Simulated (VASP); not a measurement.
Level of theory: PBE GGA, VASP's PBE PAW potentials (set 64) (plane waves; VASP).

The input files of a VASP run:

### KPOINTS
```
Automatic mesh
0
Gamma
10 10 10
0 0 0
```

INCAR:
```
GGA = PE   # PBE
LASPH = .TRUE.
SYSTEM = AuZn
LWAVE = .FALSE.
PREC = Accurate
LMAXMIX = 6   # l cut-off of mixed one-centre charges
NELM = 100
ISIF = 2   # forces and stress, cell fixed
ISMEAR = 1   # Methfessel-Paxton
ALGO = Normal   # blocked Davidson
LREAL = .FALSE.   # projection in real space or not
SIGMA = 0.1
EDIFF = 1E-6   # SCF stop (eV)
ENCUT = 400
LCHARG = .FALSE.
```

POSCAR:
```
AuZn
1
    3.1500000000     0.0000000000     0.0000000000
    0.0000000000     3.1500000000     0.0000000000
    0.0000000000     0.0000000000     3.1500000000
Zn Au
1 1
Direct
  0.5000000000   0.5000000000   0.5000000000
  0.0000000000   0.0000000000   0.0000000000
```

POTCAR, in this order: Zn Au (PBE.64 set). Program: vasp_std.

Output of the run:

**OUTCAR**
```
 ion  position               nearest neighbor table
   1  0.500  0.500  0.500-   2 2.73   2 2.73   2 2.73   2 2.73   2 2.73   2 2.73   2 2.73   2 2.73
  LATTYP: Found a simple cubic cell.
 ALAT       =     3.1500000000
 Subroutine PRICEL returns:
 Original cell was already a primitive cell.
 Subroutine GETGRP returns: Found 48 space group operations
The static configuration has the point symmetry O_h .
The dynamic configuration has the point symmetry O_h .
 Subroutine INISYM returns: Found 48 space group operations
 Subroutine IBZKPT returns following result:
 Found     56 irreducible k-points:

 Following reciprocal coordinates:
            Coordinates               Weight
  0.000000  0.000000  0.000000      1.000000
  0.100000  0.000000  0.000000      6.000000
  0.200000  0.000000  0.000000      6.000000
  0.300000  0.000000  0.000000      6.000000
  0.400000  0.000000  0.000000      6.000000
  0.500000  0.000000  0.000000      3.000000
  0.100000  0.100000  0.000000     12.000000
  0.200000  0.100000  0.000000     24.000000
  0.300000  0.100000  0.000000     24.000000
  0.400000  0.100000  0.000000     24.000000
  0.500000  0.100000  0.000000     12.000000
  0.200000  0.200000  0.000000     12.000000
  0.300000  0.200000  0.000000     24.000000
  0.400000  0.200000  0.000000     24.000000
  0.500000  0.200000  0.000000     12.000000
  0.300000  0.300000  0.000000     12.000000
  0.400000  0.300000  0.000000     24.000000
  0.500000  0.300000  0.000000     12.000000
  0.400000  0.400000  0.000000     12.000000
  0.500000  0.400000  0.000000     12.000000
  0.500000  0.500000  0.000000      3.000000
  0.100000  0.100000  0.100000      8.000000
  0.200000  0.100000  0.100000     24.000000
  0.300000  0.100000  0.100000     24.000000
  0.400000  0.100000  0.100000     24.000000
...
```

OSZICAR:
```
       N       E                     dE             d eps       ncg     rms          rms(c)
DAV:   1     0.108845029917E+03    0.10885E+03   -0.10114E+04  1712   0.167E+03
DAV:   2    -0.197587219142E+01   -0.11082E+03   -0.10774E+03  1778   0.303E+02
DAV:   3    -0.517667958707E+01   -0.32008E+01   -0.31934E+01  2051   0.620E+01
DAV:   4    -0.519340520102E+01   -0.16726E-01   -0.16725E-01  1932   0.389E+00
DAV:   5    -0.519362882643E+01   -0.22363E-03   -0.22363E-03  2100   0.458E-01    0.849E+00
DAV:   6    -0.476837604438E+01    0.42525E+00   -0.14630E+00  1729   0.143E+01    0.538E+00
DAV:   7    -0.474211515470E+01    0.26261E-01   -0.35776E-02  2217   0.431E+00    0.286E+00
DAV:   8    -0.473374085027E+01    0.83743E-02   -0.99803E-03  1891   0.117E+00    0.145E-01
DAV:   9    -0.473375997468E+01   -0.19124E-04   -0.35631E-04  1957   0.262E-01    0.744E-02
DAV:  10    -0.473377144895E+01   -0.11474E-04   -0.42839E-05  2053   0.111E-01    0.179E-02
DAV:  11    -0.473377171067E+01   -0.26172E-06   -0.92135E-06  1876   0.731E-02
   1 F= -.47337717E+01 E0= -.47336483E+01  d E =-.370259E-03
```

OUTCAR:
```
------------------------ aborting loop because EDIFF is reached ----------------------------------------
  FORCE on cell =-STRESS in cart. coord.  units (eV):
  Direction    XX          YY          ZZ          XY          YZ          ZX
  --------------------------------------------------------------------------------------
  Total        0.7890047      0.7890047      0.7890047      0.0000000      0.0000000      0.0000000
  in kB       40.4444116     40.4444116     40.4444116      0.0000000      0.0000000      0.0000000
  external PRESSURE =      40.4444116 kB  Pullay stress =       0.0000000 kB
  volume of cell :       31.26
      direct lattice vectors                 reciprocal lattice vectors
     3.150000000  0.000000000  0.000000000     0.317460317  0.000000000  0.000000000
     0.000000000  3.150000000  0.000000000     0.000000000  0.317460317  0.000000000
     0.000000000  0.000000000  3.150000000     0.000000000  0.000000000  0.317460317
 POSITION                                       TOTAL-FORCE (eV/Angst)
 -----------------------------------------------------------------------------------
      1.57500      1.57500      1.57500         0.000000      0.000000      0.000000
      0.00000      0.00000      0.00000         0.000000      0.000000      0.000000
 -----------------------------------------------------------------------------------
    total drift:                                0.000000      0.000000     -0.000000
  FREE ENERGIE OF THE ION-ELECTRON SYSTEM (eV)
  ---------------------------------------------------
  free  energy   TOTEN  =        -4.7337717107 eV

  energy  without entropy=       -4.7334014519  energy(sigma->0) =       -4.73364829
```
(Selected blocks of OUTCAR.)

OUTCAR:
```
 val. band max:        7.0923673539   @ k =   0.3000   0.1000   0.1000

 cond. band min:       7.1819755763   @ k =   0.4000   0.3000   0.2000


 Fermi energy:         7.1030842904

 k-point     1 :       0.0000    0.0000    0.0000
  band No.  band energies     occupation
      1      -3.5316      2.00000
      2      -1.0506      2.00000
      3      -1.0506      2.00000
      4      -0.3648      2.00000
      5      -0.3648      2.00000
      6      -0.3648      2.00000
      7       1.6344      2.00000
      8       1.6344      2.00000
      9       3.3124      2.00000
     10       3.3124      2.00000
     11       3.3124      2.00000
     12      12.0548      0.00000
     13      12.0548      0.00000
     14      12.0548      0.00000
     15      15.8785      0.00000

 k-point     2 :       0.1000    0.0000    0.0000
  band No.  band energies     occupation
      1      -3.3546      2.00000
      2      -1.0121      2.00000
      3      -0.9987      2.00000
      4      -0.3665      2.00000
      5      -0.3665      2.00000
      6      -0.3502      2.00000
      7       1.6064      2.00000
      8       1.6826      2.00000
      9       3.1815      2.00000
     10       3.1815      2.00000
     11       3.2982      2.00000
     12      10.7694      0.00000
     13      12.3854      0.00000
     14      12.3854      0.00000
     15      16.6141      0.00000

 k-point     3 :       0.2000    0.0000    0.0000
  band No.  band energies     occupation
      1      -2.8393      2.00000
      2      -0.9064      2.00000
      3      -0.8645      2.00000
      4      -0.3705      2.00000
      5      -0.3705      2.00000
      6      -0.3113      2.00000
      7       1.5278      2.00000
      8       1.8065      2.00000
      9       2.8629      2.00000
     10       2.8629      2.00000
     11       3.2603      2.00000
     12       8.6137     -0.00000
     13      13.3028      0.00000
     14      13.3028      0.00000
     15      17.2078      0.00000
...
```

Unless said otherwise, spin-orbit coupling is left out, though it shifts the bands of the heavy elements here.

The compound is AuZn in the CsCl type structure. The cell was not relaxed at this level. The electron count is odd and the run is not spin-polarised, which forces a metal.
